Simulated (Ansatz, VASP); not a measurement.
## BeCd3S4: VASP beside Ansatz

INCAR

```
SYSTEM = BeCd3S4
PREC     = Accurate       ! precision mode
ENCUT    = 520            ! plane-wave cutoff, eV
EDIFF    = 1E-6           ! SCF threshold, eV
ISMEAR   = 0              ! smearing method
SIGMA    = 0.01           ! smearing width, eV
LREAL    = .False.        ! projectors in reciprocal space
LASPH    = .True.         ! aspherical terms in the spheres
NELM     = 60             ! most SCF steps
ALGO     = Normal         ! electronic algorithm
ISIF     = 2              ! what is computed and relaxed
LWAVE    = .False.        ! write WAVECAR
LCHARG   = .True.         ! write CHGCAR
GGA      = PE             ! functional
LELF     = .True.         ! ELF
LVHAR    = .True.       
NBANDS   = 41             ! bands
```

Contents of KPOINTS:

```
regular mesh
0
Gamma
  4 4 4
  0 0 0
```

Contents of POSCAR:

```
BeCd3S4
1.0
    5.7062912103      0.0000000000      0.0000000000
    0.0000000000      5.7062912103      0.0000000000
    0.0000000000      0.0000000000      5.7062912103
Be S Cd
1 4 3
Direct
    0.0000000000      0.0000000000      0.0000000000
    0.2208213992      0.2208213992      0.2208213992
    0.7791786008      0.7791786008      0.2208213992
    0.7791786008      0.2208213992      0.7791786008
    0.2208213992      0.7791786008      0.7791786008
    0.5000000000      0.5000000000      0.0000000000
    0.5000000000      0.0000000000      0.5000000000
    0.0000000000      0.5000000000      0.5000000000
```

Input for Ansatz:

```yaml
crystal:
  lattice:
    - [5.7062912103, 0.0, 0.0]
    - [0.0, 5.7062912103, 0.0]
    - [0.0, 0.0, 5.7062912103]
  atoms:
    - { symbol: Be, position: [0.0, 0.0, 0.0] }
    - { symbol: S, position: [0.2208213992, 0.2208213992, 0.2208213992] }
    - { symbol: Cd, position: [0.5, 0.5, 0.0] }
    - { symbol: S, position: [0.7791786008, 0.7791786008, 0.2208213992] }
    - { symbol: Cd, position: [0.5, 0.0, 0.5] }
    - { symbol: S, position: [0.7791786008, 0.2208213992, 0.7791786008] }
    - { symbol: Cd, position: [0.0, 0.5, 0.5] }
    - { symbol: S, position: [0.2208213992, 0.7791786008, 0.7791786008] }
kpoints:
  mp_grid: { grid: [4, 4, 4] }
hamiltonian:
  xc: pbe
scf:
  occupations: { method: fixed }
  n_extra_bands: 6
output:
  forces: true
  stress: true
  eigenvalues: true
```

Alike in both runs: task single point; functional PBE; k mesh 4 × 4 × 4; no spin polarisation.

```csv
,VASP,Ansatz
version,VASP 6.6.1,Ansatz 0.2.0
potentials or method,"VASP PAW PBE potentials, release 64 (Be, S, Cd)","plane waves, PAW"
plane-wave cutoff (eV),520,420
occupations,"gaussian, width 0.01 eV",fixed
valence electrons in the cell,62,86
```

VASP gave:

```
gap on the k mesh at the Fermi level (eV) : 1.56
pressure (GPa)                            : -1.4
rms of the force components (eV/Å)        : 0.002
```

Q: Estimate Ansatz's values.

A: gap on the k mesh at the Fermi level (eV): 1.55; pressure (GPa): -1.7; rms of the force components (eV/Å): 0.010.

The two sets of potentials don't hold the same shells in valence.

A k mesh can miss the band edges. As with any semilocal functional, this PBE gap is likely too small.
